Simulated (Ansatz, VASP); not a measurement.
CdBr in VASP and in Ansatz

```xyz
2
Lattice="0.0000 3.0724 3.0724 3.0724 0.0000 3.0724 3.0724 3.0724 0.0000" Properties=species:S:1:pos:R:3 pbc="T T T"
Cd    0.0000    0.0000    0.0000
Br    3.0724    3.0724    3.0724
```

The cell was built by a generator and needn't be a form met in nature.

Alike in both runs: task single point; functional HSE(alpha, omega); k mesh 4 × 4 × 4; occupations fermi-dirac, width 0.05 eV; no spin polarisation.

|  | VASP | Ansatz |
| --- | --- | --- |
| version | VASP 6.6.1 | Ansatz 0.2.0 |
| potentials or method | VASP PAW PBE potentials, release 64 (Cd, Br) | Ansatz PAW |
| plane-wave cutoff (eV) | 520 | 420 |
| valence electrons in the cell | 19 | 27 |

Ansatz gave:

| Property | Result |
| --- | --- |
| gap on the k mesh at the Fermi level (eV) | none |
| pressure (GPa) | 1.4 |

**Question.** Estimate VASP's values.

**Answer.** gap on the k mesh at the Fermi level (eV): none; pressure (GPa): 1.5.

A gap of «none» marks a metal or a gap that the smearing closes. With one functional, cell and mesh, what is left measures potentials, basis and numerics. The two sets of potentials don't hold the same shells in valence.

Caveats: the k mesh is coarse (spacing up to 0.44 Å⁻¹), so the values aren't converged, least of all with exact exchange; an odd number of electrons without spin polarisation forces a metal; a magnetic or distorted state may lie lower; the PAW data sets were made with another functional, which shifts forces and pressure a little (VASP); the PAW data sets come from PBE, with cores solved anew for the run's functional, which leaves a small shift of forces and pressure (Ansatz); the thresholds are loose for stress (Ansatz).
